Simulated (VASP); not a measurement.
An input for Quantum ESPRESSO's pw.x (written as the equivalent of a VASP run, and not itself run):

```
&CONTROL
  calculation = 'scf'
  pseudo_dir = './pseudo'
  outdir = './out'
  tprnfor = .true.
  tstress = .true.
/
&SYSTEM
  ibrav = 0
  nat = 1
  ntyp = 1
  ecutwfc = 82
  occupations = 'smearing'
  smearing = 'methfessel-paxton'
  degauss = 0.00735
  input_dft = 'pbesol'
/
&ELECTRONS
  conv_thr = 7.3e-09
  electron_maxstep = 100
/
ATOMIC_SPECIES
  Pd 106.420 Pd.upf
CELL_PARAMETERS angstrom
     0.0000000    1.9358714    1.9358714
     1.9358714   -0.0000000    1.9358714
     1.9358714    1.9358714    0.0000000
ATOMIC_POSITIONS crystal
  Pd   0.0000000  0.0000000  0.0000000
K_POINTS automatic
  16 16 16 0 0 0
```

### Question
Write the VASP files for the same calculation (PBEsol).

### Answer
This is not unique; one that fits is 
### POSCAR
```
Pd
1
    0.0000000000     1.9358714139     1.9358714139
    1.9358714139    -0.0000000000     1.9358714139
    1.9358714139     1.9358714139     0.0000000000
Pd
1
Direct
  0.0000000000   0.0000000000   0.0000000000
```

**INCAR**
```
LMAXMIX = 4   ! l cut-off of mixed one-centre charges
LASPH = .TRUE.   ! aspherical one-centre terms
SIGMA = 0.1   ! width (eV)
PREC = Accurate
LCHARG = .FALSE.
ISMEAR = 1
SYSTEM = Pd
EDIFF = 1E-7
ENCUT = 480
LREAL = .FALSE.   ! projection in real space or not
ALGO = Normal   ! blocked Davidson
LWAVE = .FALSE.
ISIF = 2   ! forces and stress, cell fixed
GGA = PS   ! PBEsol
NELM = 100   ! most electronic steps
```

**KPOINTS**
```
Regular mesh
0
Gamma
 16 16 16
0 0 0
```

POTCAR, in this order: Pd (PBE.64 set). Program: vasp_std.

The two are equivalent in intent, not identical: the potentials are each code's own (VASP's PAW set, PseudoDojo norm-conserving files in pw.x), so ENCUT and ecutwfc are chosen apart and not converted; conv_thr bounds pw.x's estimated SCF error, while EDIFF bounds the energy change between steps.

The compound is Pd in the fcc structure. It was relaxed first.
